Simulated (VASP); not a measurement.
VASP ran on this input.

File POSCAR:
```
TlBr
1
    3.9900000000     0.0000000000     0.0000000000
    0.0000000000     3.9900000000     0.0000000000
    0.0000000000     0.0000000000     3.9900000000
Tl Br
1 1
Direct
  0.0000000000   0.0000000000   0.0000000000
  0.5000000000   0.5000000000   0.5000000000
```

### INCAR
```
ALGO = Normal
EDIFF = 1E-6
EDIFFG = -0.01
ENCUT = 520
IBRION = 2
ISIF = 3
ISMEAR = 0
LASPH = .TRUE.
LCHARG = .FALSE.
LMAXMIX = 4
LREAL = .FALSE.
LWAVE = .FALSE.
NELM = 100
NSW = 60
PREC = Accurate
SIGMA = 0.05
SYSTEM = TlBr
```

### KPOINTS
```
Automatic mesh
0
Gamma
6 6 6
0 0 0
```

POTCAR, in this order: Tl_d Br (LDA.64 set). Program: vasp_std.

### Question
Write an equivalent input for Quantum ESPRESSO's pw.x.

### Answer
One equivalent input (not run):
```
&CONTROL
  calculation = 'vc-relax'
  pseudo_dir = './pseudo'
  outdir = './out'
  tprnfor = .true.
  tstress = .true.
  nstep = 60
  forc_conv_thr = 0.00039
/
&SYSTEM
  ibrav = 0
  nat = 2
  ntyp = 2
  ecutwfc = 62
  occupations = 'smearing'
  smearing = 'gaussian'
  degauss = 0.003675
  input_dft = 'pz'
/
&ELECTRONS
  conv_thr = 7.3e-08
  electron_maxstep = 100
/
&IONS
/
&CELL
/
ATOMIC_SPECIES
  Tl 204.380 Tl.upf
  Br 79.904 Br.upf
CELL_PARAMETERS angstrom
     3.9900000    0.0000000    0.0000000
     0.0000000    3.9900000    0.0000000
     0.0000000    0.0000000    3.9900000
ATOMIC_POSITIONS crystal
  Tl   0.0000000  0.0000000  0.0000000
  Br   0.5000000  0.5000000  0.5000000
K_POINTS automatic
  6 6 6 0 0 0
```
The two are equivalent in intent, not identical: the potentials are each code's own (VASP's PAW set, PseudoDojo norm-conserving files in pw.x), so ENCUT and ecutwfc are chosen apart and not converted; conv_thr bounds pw.x's estimated SCF error, while EDIFF bounds the energy change between steps; forc_conv_thr acts on force components and is met together with etot_conv_thr.

The compound is TlBr in the CsCl type structure. This run relaxes it. Symmetry was kept, so distortions that lower it aren't found.
